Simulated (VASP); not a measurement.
```
PbTe
1.0
    0.00000     3.28261     3.28261
    3.28261     0.00000     3.28261
    3.28261     3.28261     0.00000
Te Pb
1 1
Cartesian
  3.28261   3.28261   3.28261
  0.00000   0.00000   0.00000
```

Computed with PW91 GGA, VASP's PBE PAW potentials (set 64) (plane waves; VASP). Numerical set-up: 520 eV cut-off, Gaussian smearing of 0.050 eV, potentials Te Pb_d.

Unless said otherwise, spin-orbit coupling is left out, though it shifts the bands of the heavy elements here.

Q: What does the run give for the band gap (along the path) with the smallest direct gap where there is one?

A: 
```json
{
  "band gap (along the path)": "0.81 eV",
  "smallest direct gap (along the path)": "0.81 eV"
}
```

The absolute energy has meaning only against runs of the same code, potentials and settings.

The compound is PbTe in the rock salt structure. It was relaxed first.
